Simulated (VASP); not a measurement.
Given:

```xyz
1
Lattice="0.0000 2.5070 2.5070 2.5070 0.0000 2.5070 2.5070 2.5070 0.0000" Properties=species:S:1:pos:R:3 pbc="T T T"
Dy     0.0000     0.0000     0.0000
```

Computed with r2SCAN meta-GGA, VASP's PBE PAW potentials (set 64) (plane waves; VASP). Numerical set-up: 400 eV cut-off, 14×14×14 Γ-centred mesh, tetrahedra with Blöchl corrections, potentials Dy_3.

The 4f electrons are frozen in the core of the lanthanide potential, so 4f levels, which can set the real gap, and their magnetism are missing.

Question: Estimate the energy per atom (σ→0), band gap (over mesh and band path) with the smallest direct gap where there is one.

Answer: 
```
Quantity                                                               Value
----------------------------------  ----------------------------------------
band gap (over mesh and band path)  none (metal, semimetal or under 0.01 eV)
energy per atom (σ→0)                                        -31.939 eV/atom
```

The absolute energy has meaning only against runs of the same code, potentials and settings.

The structure was generated: Dy was put into the fcc type (Fm-3m), which need not be its known phase. The cell was not relaxed at this level.
